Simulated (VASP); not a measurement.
Set up this calculation in VASP 6.6.1, as the native input.

```
Task                   : single point
Functional             : LDA
Potentials or basis    : VASP PAW LDA potentials, release 64 (Ag, B)
Cutoff                 : 520 eV
k mesh                 : 6 × 6 × 6
Occupations            : fermi-dirac, width 0.1 eV
Spin                   : no spin polarisation
Dipole correction      : no
Further INCAR settings : ALGO = Normal; EDIFF = 1e-06; NBANDS = 14
```

The structure of AgB lies in POSCAR:

```
AgB
1.0
    2.8302889448      0.0000000000      0.0000000000
    0.0000000000      2.8302889448      0.0000000000
    0.0000000000      0.0000000000      2.8302889448
Ag B
1 1
Direct
    0.0000000000      0.0000000000      0.0000000000
    0.5000000000      0.5000000000      0.5000000000
```

The cell was built by a generator and needn't be a form met in nature.

These files were run (other wordings do the same):

INCAR

```
SYSTEM = AgB
ALGO = Normal ; EDIFF = 1E-6
ENCUT = 520 ; ISIF = 2
ISMEAR = -1 ; LASPH = .True.
LCHARG = .False. ; LREAL = .False.
LWAVE = .False. ; NBANDS = 14
NELM = 60 ; PREC = Accurate
SIGMA = 0.1
```

KPOINTS

```
k-points
0
Gamma
  6 6 6
  0 0 0
```

Potentials or basis: VASP PAW LDA potentials, release 64 (Ag, B).

Launch:

```bash
$ cat potpaw_LDA.64/Ag/POTCAR potpaw_LDA.64/B/POTCAR > POTCAR
$ mpirun -np 1 vasp_std > vasp.out
```

It gave:

```
Pressure               : 0.2 GPa
Band gap on the k mesh : none (metal or under the smearing width)
```

Caveat: the k mesh is coarse (spacing up to 0.37 Å⁻¹), so the values aren't converged.

Run time: 5.7 s on 1 thread of AMD EPYC 7R13 Processor (Zen 3), with other jobs on the host, peak memory 0.1 GiB.
